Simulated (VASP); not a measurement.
Consider the following.

```
CELL_PARAMETERS angstrom
      1.49764    -2.59399     0.00000
      1.49764     2.59399     0.00000
      0.00000     0.00000     3.38917
ATOMIC_POSITIONS crystal
  Mg 0.00000 0.00000 0.00000
  B  0.33333 0.66667 0.50000
  B  0.66667 0.33333 0.50000
```

The numbers are results of PBE GGA with D3 dispersion (zero damping), VASP's PBE PAW potentials (set 64) (plane waves; VASP 6.6.1), not measurements. Run with 520 eV cut-off, 11×11×9 Γ-centred mesh, first-order Methfessel-Paxton smearing of 0.10 eV, potentials Mg B.

Question: Give the stress tensor in GPa (positive for a compressed cell).

Answer: 
```
10.73   0.00   0.00
 0.00  10.73   0.00
 0.00   0.00  10.52
```
The pressure is its mean diagonal, 10.66 GPa.

The compound is MgB2 in the AlB2 type structure. This cell is one point of a volume scan, at 0.94 of the reference volume.
